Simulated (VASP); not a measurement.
Calculation: MS2 meta-GGA, VASP's PBE PAW potentials (set 64) (plane waves; VASP).

The input files of a VASP run:

File KPOINTS:
```
Automatic mesh
0
G
  6 6 4
```

### INCAR
```
ALGO = Normal
EDIFF = 1E-6
EDIFFG = -0.02
ENCUT = 520
IBRION = 2
ISIF = 3
ISMEAR = 0
LASPH = .TRUE.
LCHARG = .FALSE.
LMAXMIX = 6
LMIXTAU = .TRUE.
LREAL = .FALSE.
LWAVE = .FALSE.
METAGGA = MS2
NELM = 100
NSW = 60
PREC = Accurate
SIGMA = 0.05
SYSTEM = PtSe2
```

File POSCAR:
```
PtSe2
1
    1.8502660198    -3.2047549909    -0.0000000000
    1.8502660198     3.2047549909     0.0000000000
    0.0000000000     0.0000000000     5.8424730522
Pt Se
1 2
Direct
  0.0000000000   0.0000000000   0.0000000000
  0.3333330000   0.6666670000   0.2218710097
  0.6666670000   0.3333330000   0.7781289903
```

POTCAR, in this order: Pt Se (PBE.64 set). Program: vasp_std.

Task: Predict the energy per atom (σ→0).

Result: 
| Property | Result |
|---|---|
| energy per atom (σ→0) | 0.702 eV/atom |

File OSZICAR:
```
...
DAV:  14     0.210623241712E+01   -0.53146E-03   -0.16732E-03   720   0.485E-01    0.454E-02
DAV:  15     0.210623308117E+01    0.66405E-06   -0.12014E-04   867   0.108E-01    0.336E-02
DAV:  16     0.210621352489E+01   -0.19556E-04   -0.86126E-05   748   0.106E-01    0.113E-02
DAV:  17     0.210617610082E+01   -0.37424E-04   -0.28365E-05   741   0.741E-02    0.666E-03
DAV:  18     0.210619604933E+01    0.19949E-04   -0.16047E-05   790   0.527E-02    0.507E-03
DAV:  19     0.210619164912E+01   -0.44002E-05   -0.18446E-06   500   0.166E-02    0.128E-03
DAV:  20     0.210619244471E+01    0.79559E-06   -0.10864E-07   381   0.307E-03
   1 F= 0.21061924E+01 E0= 0.21061924E+01  d E =0.210619E+01
```

The compound is PtSe2 in the 1T layered structure. It was relaxed first, which changed the volume by +13 %. The start is the result of an earlier pass.
